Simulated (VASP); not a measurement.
Given:

```xyz
6
Lattice="-3.3516 4.7426 2.9470 3.3516 -4.7426 2.9470 3.3516 4.7426 -2.9470" Properties=species:S:1:pos:R:3 pbc="T T T"
Si     0.0000     0.0000     4.4205
Si     0.0000     0.0000     1.4735
Se     1.2687    -1.1986     2.9470
Se     2.0829     5.9412     0.0000
Se     1.2687     1.1986     0.0000
Se     2.0829     3.5441     2.9470
```

Level of theory: PBE GGA, VASP's PBE PAW potentials (set 64) (plane waves; VASP). Settings: 300 eV cut-off, 3×3×3 Γ-centred mesh, Fermi-Dirac smearing of 0.020 eV, potentials Si Se.

Problem. Estimate the energy per atom (σ→0), pressure.

Solution. 
The energy per atom (σ→0) is -442.4 kJ/mol of atoms. The pressure comes out as 1.55 GPa.

The absolute energy has meaning only against runs of the same code, potentials and settings.

The structure comes from a computed database's SiSe2 entry; how it stands against other phases isn't given here. The cell was not relaxed at this level. The k-mesh is coarse (spacing up to 0.47 per Å, 2π included), so the numbers may not be converged in it.
